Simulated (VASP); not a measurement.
VASP input:

INCAR:
```
# general
SYSTEM   =  GeF4
PREC     =  Accurate
ENCUT    =  400   # plane-wave cut-off (eV)
LREAL    =  .FALSE.
LASPH    =  .TRUE.   # aspherical one-centre terms

# electronic loop
EDIFF    =  1E-6   # SCF stop (eV)
NELM     =  100   # most electronic steps
ALGO     =  Normal
LMAXMIX  =  4   # l cut-off of mixed one-centre charges

# smearing
ISMEAR   =  0
SIGMA    =  0.05

# functional
GGA      =  PE

# ions
ISIF     =  2   # forces and stress, cell fixed

# output
LWAVE    =  .FALSE.
LCHARG   =  .FALSE.
```

File KPOINTS:
```
Automatic mesh
0
Gamma
5 5 5
0 0 0
```

File POSCAR:
```
GeF4
1
   -2.6560000000     2.6560000000     2.6560000000
    2.6560000000    -2.6560000000     2.6560000000
    2.6560000000     2.6560000000    -2.6560000000
Ge F
1 4
Direct
  0.0000000000   0.0000000000   0.0000000000
  0.0000000000   0.6305800000   0.0000000000
  0.3694200000   0.3694200000   0.3694200000
  0.6305800000   0.0000000000   0.0000000000
  0.0000000000   0.0000000000   0.6305800000
```

POTCAR, in this order: Ge_d F (PBE.64 set). Program: vasp_std.

Question: Write an equivalent input for Ansatz.

Answer: One equivalent input (not run):
Ansatz 0.2 input:
```yaml
crystal:
  lattice:
    - [-2.6560000, 2.6560000, 2.6560000]
    - [2.6560000, -2.6560000, 2.6560000]
    - [2.6560000, 2.6560000, -2.6560000]
  atoms:
    - { symbol: Ge, position: [0.0000000, 0.0000000, 0.0000000] }
    - { symbol: F, position: [0.0000000, 0.6305800, 0.0000000] }
    - { symbol: F, position: [0.3694200, 0.3694200, 0.3694200] }
    - { symbol: F, position: [0.6305800, 0.0000000, 0.0000000] }
    - { symbol: F, position: [0.0000000, 0.0000000, 0.6305800] }
kpoints:
  mp_grid: { grid: [5, 5, 5] }
hamiltonian:
  xc: pbe
  pseudopotentials: { kind: paw }
scf:
  occupations: { method: gaussian, width: 0.05 }
  max_iter: 100
output: { forces: true, stress: true, eigenvalues: true }
```
What does not carry over: each code has its own PAW files, so the cut-off isn't converted (ENCUT is set for VASP's; basis.ecutwfc is left out, and Ansatz then takes the one that its files recommend); Ansatz stops its SCF on the density residual and VASP on the energy change (EDIFF).

The structure comes from a computed database's GeF4 entry (I-43m); how it stands against other phases isn't given here. The cell was not relaxed at this level. The run is one of a series of settings (ENCUT = 400 against the base run), some of them coarse on purpose.
